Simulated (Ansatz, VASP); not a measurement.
# Te (Tellurium): VASP beside Ansatz, part 2 of 2

Wanted: the spread between two codes on one cell, functional and k mesh. The cell is taken from a series of runs on this material, whose earlier steps may have relaxed, scaled, displaced or heated it; both programs get it as it stands.

VASP 6.6.1 and Ansatz 0.2.0.

So far: The structure; Ansatz: zone-centre phonons, LDA.

## 3. VASP: zone-centre phonons, LDA

Level of this step: LDA; plane waves and PAW (Te) (VASP).

The same cell, functional (in two slightly different forms), mesh and smearing now go to VASP, with its own data sets.

Lines of VASP's logs that name or quote its potential files are left out, and so is its time.

The input, INCAR:

```
SYSTEM = Te
PREC = Accurate
ENCUT = 500
EDIFF = 1E-08
NELM = 120
ISMEAR = 1
SIGMA = 0.2
LREAL = .FALSE.
ALGO = Normal
GGA = PW92
NBANDS = 15
LORBIT = 11
LWAVE = .FALSE.
LCHARG = .FALSE.
ISIF = 2
IBRION = 8
LASPH = .TRUE.
GGA_COMPAT = .FALSE.
KPAR = 2
```

The input, POSCAR:

```
Te
1.0
    4.1055249009      0.0000000000      0.0000000000
   -2.0527624504      3.5554888600      0.0000000000
    0.0000000000      0.0000000000      5.9211982205
Te
3
Direct
    0.2996788245      0.0000000000      0.3333333333
    0.0000000000      0.2996788245      0.6666666667
    0.7003211755      0.7003211755      1.0000000000
```

The input, KPOINTS:

```
Automatic mesh
0
Gamma
12 12 8
0 0 0
```

PAW data sets: Te (LDA family, release 64).

On the command line:

```
mpirun -np 2 vasp_std
```

Numbers of over 12 decimals in the logs are rounded to 6 here.

Log:

```text
[banner, memory and clock lines left out]
running    2 mpi-ranks, on    1 nodes
 distrk:  each k-point on    1 cores,    2 groups
 distr:  one band on    1 cores,    1 groups

 POSCAR found type information on POSCAR Te
 POSCAR found :  1 types and       3 ions
|                                                                             |
|               ----> ADVICE to this user running VASP <----                  |
|                                                                             |
|     You enforced a specific xc type in the INCAR file but a different       |
|     [... a line on the potential file left out ...]
|     I HOPE YOU KNOW WHAT YOU ARE DOING!                                     |
|                                                                             |

 LDA part: xc-table for (Slater(with rela. corr.)+PW92), standard interpolation
 POSCAR, INCAR and KPOINTS ok, starting setup
 FFT: planning ... GRIDC
 FFT: planning ... GRID_SOFT
 FFT: planning ... GRID
 WAVECAR not read
 entering main loop
       N       E                     dE             d eps       ncg     rms          rms(c)
DAV:   1     0.724916205747E+02    0.72492E+02   -0.65864E+03  3930   0.950E+02
DAV:   2    -0.664329399837E+01   -0.79135E+02   -0.75353E+02  5396   0.143E+02
DAV:   3    -0.112633737276E+02   -0.46201E+01   -0.45892E+01  4707   0.395E+01
DAV:   4    -0.113365096559E+02   -0.73136E-01   -0.73119E-01  5371   0.593E+00
DAV:   5    -0.113379795963E+02   -0.14699E-02   -0.14699E-02  5088   0.774E-01    0.154E+01
DAV:   6    -0.113207699599E+02    0.17210E-01   -0.79113E-03  4952   0.527E-01    0.950E+00
DAV:   7    -0.113135241116E+02    0.72458E-02   -0.14970E-02  4546   0.696E-01    0.191E-01
DAV:   8    -0.113133118222E+02    0.21229E-03   -0.20003E-03  4532   0.267E-01    0.969E-02
DAV:   9    -0.113133148950E+02   -0.30728E-05   -0.63212E-05  5727   0.522E-02    0.702E-02
DAV:  10    -0.113133133886E+02    0.15064E-05   -0.45040E-06  4805   0.130E-02    0.771E-03
DAV:  11    -0.113133127564E+02    0.63226E-06   -0.19438E-06  4868   0.831E-03    0.409E-03
DAV:  12    -0.113133127786E+02   -0.22254E-07   -0.27955E-07  5155   0.301E-03    0.240E-03
DAV:  13    -0.113133127853E+02   -0.66550E-08   -0.12601E-08  3416   0.703E-04
   1 F= -.11313313E+02 E0= -.11315032E+02  d E =0.515818E-02
 Linear response reoptimize wavefunctions to high precision
DAV:   1    -0.113133127856E+02   -0.29627E-09   -0.50469E-09  4832   0.427E-04
DAV:   2    -0.113133127856E+02   -0.31832E-10   -0.38657E-10  2728   0.130E-04
 Linear response DOF=           3
 Linear response progress:
  Degree of freedom:   1/  3
       N       E                     dE             d eps       ncg     rms          rms(c)
RMM:   1    -0.461509244025E-01   -0.46151E-01    0.31347E-02 22196   0.108E+00
RMM:   2    -0.445663096256E-01    0.15846E-02   -0.24276E-03 15000   0.285E-01    0.104E-01
RMM:   3    -0.445136728798E-01    0.52637E-04   -0.83934E-05 15774   0.589E-02    0.708E-02
RMM:   4    -0.444827779651E-01    0.30895E-04   -0.23087E-05 16061   0.249E-02    0.113E-02
RMM:   5    -0.444907539613E-01   -0.79760E-05   -0.65948E-07 16213   0.528E-03    0.534E-03
RMM:   6    -0.444973830230E-01   -0.66291E-05   -0.29651E-07 15992   0.232E-03    0.964E-04
RMM:   7    -0.444965078401E-01    0.87518E-06    0.41859E-08 16569   0.602E-04    0.384E-04
RMM:   8    -0.444955699908E-01    0.93785E-06    0.43920E-08 16140   0.229E-04    0.103E-04
RMM:   9    -0.444957094846E-01   -0.13949E-06   -0.16371E-07 16883   0.584E-05    0.516E-05
RMM:  10    -0.444957216455E-01   -0.12161E-07   -0.12234E-08 16888   0.208E-05    0.209E-05
RMM:  11    -0.444957102428E-01    0.11403E-07    0.34418E-09 16947   0.114E-05    0.889E-06
RMM:  12    -0.444957161251E-01   -0.58822E-08   -0.73291E-09 15272   0.685E-06    0.298E-06
 first order change of Fermi-energy   0.26337E+00
 force on displaced ion       1 direction 1 :  -2.323   0.000   0.000
 Linear response progress:
  Degree of freedom:   2/  3
       N       E                     dE             d eps       ncg     rms          rms(c)
RMM:   1    -0.471468422221E-01   -0.47147E-01    0.24823E-02 40538   0.107E+00
RMM:   2    -0.454808829888E-01    0.16660E-02   -0.25014E-03 27290   0.285E-01    0.834E-02
RMM:   3    -0.453693436898E-01    0.11154E-03   -0.10589E-04 28541   0.615E-02    0.565E-02
RMM:   4    -0.453119347978E-01    0.57409E-04   -0.35599E-05 29082   0.284E-02    0.139E-02
RMM:   5    -0.453218599840E-01   -0.99252E-05   -0.12776E-06 29384   0.599E-03    0.758E-03
RMM:   6    -0.453312559716E-01   -0.93960E-05   -0.28704E-07 28972   0.221E-03    0.947E-04
RMM:   7    -0.453306565880E-01    0.59938E-06    0.53020E-08 30210   0.511E-04    0.509E-04
RMM:   8    -0.453300157593E-01    0.64083E-06    0.14563E-07 30150   0.197E-04    0.757E-05
RMM:   9    -0.453301086507E-01   -0.92891E-07   -0.14816E-07 30698   0.491E-05    0.203E-05
RMM:  10    -0.453300901774E-01    0.18473E-07   -0.29222E-08 30685   0.195E-05    0.558E-06
RMM:  11    -0.453301009554E-01   -0.10778E-07   -0.34266E-08 30750   0.103E-05    0.507E-06
RMM:  12    -0.453301024027E-01   -0.14473E-08   -0.18309E-09 26359   0.681E-06    0.603E-07
 first order change of Fermi-energy   0.64890E-04
 force on displaced ion       1 direction 2 :  -0.001  -2.297  -0.096
 Linear response progress:
  Degree of freedom:   3/  3
       N       E                     dE             d eps       ncg     rms          rms(c)
RMM:   1    -0.604514252749E-01   -0.60451E-01    0.44380E-02 43156   0.112E+00
RMM:   2    -0.572207907385E-01    0.32306E-02   -0.32471E-03 27483   0.318E-01    0.317E-01
RMM:   3    -0.568770790463E-01    0.34371E-03   -0.78572E-04 28395   0.112E-01    0.215E-01
RMM:   4    -0.568467729925E-01    0.30306E-04   -0.19802E-05 28763   0.270E-02    0.106E-01
RMM:   5    -0.568530503056E-01   -0.62773E-05   -0.41444E-06 29604   0.125E-02    0.416E-03
RMM:   6    -0.568566957988E-01   -0.36455E-05   -0.99327E-08 29641   0.267E-03    0.261E-03
RMM:   7    -0.568596832833E-01   -0.29875E-05   -0.20711E-07 29903   0.108E-03    0.433E-04
RMM:   8    -0.568594042217E-01    0.27906E-06    0.12915E-07 30331   0.304E-04    0.210E-04
RMM:   9    -0.568595181905E-01   -0.11397E-06   -0.12551E-07 30614   0.855E-05    0.452E-05
RMM:  10    -0.568596041854E-01   -0.85995E-07   -0.13746E-07 30959   0.279E-05    0.116E-05
RMM:  11    -0.568596161225E-01   -0.11937E-07    0.20340E-09 31045   0.113E-05    0.205E-06
RMM:  12    -0.568596136572E-01    0.24653E-08   -0.74990E-09 30132   0.640E-06    0.729E-07
 first order change of Fermi-energy   0.28545E-04
 force on displaced ion       1 direction 3 :  -0.001  -0.097  -5.263
 Linear response finished
```

Parts of OUTCAR (step 3):

```text
ion  position               nearest neighbor table
   1  0.300  0.000  0.333-   3 2.90   2 2.90   3 3.18   3 3.18   2 3.18   2 3.18
   2  0.000  0.300  0.667-   3 2.90   1 2.90   3 3.18   3 3.18   1 3.18   1 3.18
   3  0.700  0.700  0.000-   2 2.90   1 2.90   1 3.18   2 3.18   1 3.18   2 3.18

  LATTYP: Found a hexagonal cell.
 ALAT       =     4.1055249009
 C/A-ratio  =     1.4422512014

 Subroutine GETGRP returns: Found  6 space group operations
 (whereof  2 operations were pure point group operations)

The static configuration has the point symmetry C_2 .
 The point group associated with its full space group is D_3 .

 Found    131 irreducible k-points:

   k-points           NKPTS =    131   k-points in BZ     NKDIM =    131   number of bands    NBANDS=     15

   dimension x,y,z NGX =    30 NGY =   30 NGZ =   48
   dimension x,y,z NGXF=    60 NGYF=   60 NGZF=   96

   ENCUT  =  500.0 eV  36.75 Ry    6.06 a.u.   7.49  7.49 10.80*2*pi/ulx,y,z

   NELECT =      18.0000    total number of electrons

 k-points in reciprocal lattice and weights: Automatic mesh
   0.00000000  0.00000000  0.00000000       0.001
   0.08333333  0.00000000  0.00000000       0.005
   0.16666667 -0.00000000  0.00000000       0.005
   0.25000000  0.00000000  0.00000000       0.005
   0.33333333  0.00000000  0.00000000       0.005
   0.41666667  0.00000000  0.00000000       0.005
   0.50000000  0.00000000  0.00000000       0.003
   0.08333333  0.08333333  0.00000000       0.005
   0.16666667  0.08333333  0.00000000       0.010
[...]
0.33333333  0.25000000  0.50000000       0.010
   0.33333333  0.33333333  0.50000000       0.002

 average (electrostatic) potential at core
       1 -87.9111       2 -87.9111       3 -87.9111

  Total        2.2539693      2.2539693      2.3141698      0.0000000      0.0000000      0.0000000
  in kB       41.7812053     41.7812053     42.8971261      0.0000000      0.0000000      0.0000000
  external PRESSURE =      42.1531789 kB  Pullay stress =       0.0000000 kB

  energy-cutoff  :      500.00
  volume of cell :       86.43
      direct lattice vectors                 reciprocal lattice vectors
     4.105524901  0.000000000  0.000000000     0.243574214  0.140627638  0.000000000
    -2.052762450  3.555488860  0.000000000     0.000000000  0.281255276  0.000000000
     0.000000000  0.000000000  5.921198220     0.000000000  0.000000000  0.168884736

 POSITION                                       TOTAL-FORCE (eV/Angst)
 -----------------------------------------------------------------------------------
      1.23034      0.00000      1.97373         0.017504      0.000000     -0.000000
     -0.61517      1.06550      3.94747        -0.008752      0.015159     -0.000000
      1.43759      2.48998      0.00000        -0.008752     -0.015159      0.000000
 -----------------------------------------------------------------------------------
    total drift:                                0.000000     -0.000000      0.000000

 Eigenvectors and eigenvalues of the dynamical matrix
 ----------------------------------------------------

   1 f  =    3.890760 THz    24.446368 2PiTHz  129.781796 cm-1    16.090885 meV
             X         Y         Z           dx          dy          dz
      1.230339  0.000000  1.973733    -0.012340    0.020747    0.700591
     -0.615169  1.065505  3.947465     0.024139    0.000375   -0.712243
      1.437593  2.489984  0.000000    -0.011743   -0.021030    0.011652

   2 f  =    3.890760 THz    24.446368 2PiTHz  129.781796 cm-1    16.090885 meV
             X         Y         Z           dx          dy          dz
      1.230339  0.000000  1.973733    -0.020686   -0.012377   -0.417941
     -0.615169  1.065505  3.947465    -0.000314    0.024102   -0.397759
      1.437593  2.489984  0.000000     0.021092   -0.011780    0.815700

   3 f  =    2.754620 THz    17.307789 2PiTHz   91.884237 cm-1    11.392188 meV
             X         Y         Z           dx          dy          dz
      1.230339  0.000000  1.973733    -0.577350   -0.000000    0.000000
     -0.615169  1.065505  3.947465     0.288675   -0.500000    0.000000
      1.437593  2.489984  0.000000     0.288675    0.500000   -0.000000

   4 f  =    2.727733 THz    17.138852 2PiTHz   90.987381 cm-1    11.280992 meV
             X         Y         Z           dx          dy          dz
      1.230339  0.000000  1.973733     0.000000    0.577350   -0.000037
     -0.615169  1.065505  3.947465    -0.500000   -0.288675   -0.000037
      1.437593  2.489984  0.000000     0.500000   -0.288675   -0.000037

   5 f  =    2.396674 THz    15.058745 2PiTHz   79.944430 cm-1     9.911842 meV
             X         Y         Z           dx          dy          dz
      1.230339  0.000000  1.973733    -0.232022    0.528098   -0.031234
     -0.615169  1.065505  3.947465     0.573365   -0.063176    0.027500
      1.437593  2.489984  0.000000    -0.341387   -0.465025    0.003734

   6 f  =    2.396674 THz    15.058745 2PiTHz   79.944430 cm-1     9.911842 meV
             X         Y         Z           dx          dy          dz
      1.230339  0.000000  1.973733    -0.528167   -0.231992    0.013721
     -0.615169  1.065505  3.947465     0.063108    0.573395    0.020189
      1.437593  2.489984  0.000000     0.464956   -0.341358   -0.033910

   7 f/i=    0.000173 THz     0.001088 2PiTHz    0.005778 cm-1     0.000716 meV
             X         Y         Z           dx          dy          dz
      1.230339  0.000000  1.973733     0.000000    0.000037    0.577350
     -0.615169  1.065505  3.947465    -0.000032   -0.000018    0.577350
      1.437593  2.489984  0.000000     0.000032   -0.000018    0.577350

   8 f/i=    0.000287 THz     0.001803 2PiTHz    0.009570 cm-1     0.001186 meV
             X         Y         Z           dx          dy          dz
      1.230339  0.000000  1.973733    -0.448451   -0.363616    0.000033
     -0.615169  1.065505  3.947465    -0.448512   -0.363606   -0.000052
      1.437593  2.489984  0.000000    -0.448473   -0.363558    0.000019

   9 f/i=    0.000287 THz     0.001803 2PiTHz    0.009570 cm-1     0.001186 meV
             X         Y         Z           dx          dy          dz
      1.230339  0.000000  1.973733     0.363571   -0.448506    0.000041
     -0.615169  1.065505  3.947465     0.363581   -0.448445    0.000008
      1.437593  2.489984  0.000000     0.363629   -0.448484   -0.000049

 ELASTIC MODULI CONTR FROM IONIC RELAXATION (kBar)
 Direction    XX          YY          ZZ          XY          YZ          ZX
 --------------------------------------------------------------------------------
 XX        -128.0066    -38.0620   -104.3720     -0.0000    -75.3033     -0.0000
 YY         -38.0620   -128.0066   -104.3720     -0.0000     75.3033      0.0000
 ZZ        -104.3720   -104.3720   -131.1930     -0.0000      0.0000      0.0000
 XY          -0.0000     -0.0000     -0.0000    -45.0969      0.0000    -74.7688
 YZ         -75.3033     75.3033      0.0000      0.0000   -128.9324     -0.0000
 ZX          -0.0000      0.0000      0.0000    -74.7688     -0.0000   -126.6203
 --------------------------------------------------------------------------------
```

## 4. Comparison

Known differences besides the potentials themselves: the data sets hold 48 valence electrons in Ansatz (on its PAW soft_1 files) and 18 in VASP; the cutoff is 420 eV in Ansatz and 500 eV in VASP; VASP's log shows a relativistic correction to its local exchange, Ansatz's none. Total energies have different zeros and are not compared.

Both answers:

```
                  quantity  Ansatz   VASP  difference
optical mode 1 to 2 (cm⁻¹)    78.5   79.9     -1.76 %
     optical mode 3 (cm⁻¹)    89.9   91.0     -1.17 %
     optical mode 4 (cm⁻¹)    90.2   91.9     -1.89 %
optical mode 5 to 6 (cm⁻¹)   128.0  129.8     -1.34 %
```

Modes are paired by rising frequency, not by their patterns, so a pair may set unlike modes beside each other; they are those without the splitting of longitudinal modes.

## 5. Outcome

```
r.m.s. difference of the optical zone-centre modes, each program's sorted by frequency (zone-centre phonons, LDA) : 1.5 cm⁻¹
difference in optical mode 4 (zone-centre phonons, LDA)                                                           : -1.9 %
```

In words: The r.m.s. difference of the optical zone-centre modes, each program's sorted by frequency is 1.5 cm⁻¹ (zone-centre phonons, LDA). The data sets hold unlike numbers of valence electrons (48 in Ansatz and 18 in VASP), so part of the differences comes from the potentials. Among the rows given in per cent, the largest difference of the zone-centre phonons, LDA pair is in optical mode 4, -1.9 %. How closely two codes agree says nothing of how well the functional describes the real material.

[Lines on the potential files, build, host, timing and source positions are cut from VASP's logs without a mark.]

[Logs are printed without paths, hosts, clocks, repeated set-up lines and the standing remarks that a program may print on its own settings, such as how far it seeks lower states.]

[Hosts, paths, dates, database ids (printed as entryN), source tags and the programs' standing remarks are cut or masked in the printed files.]
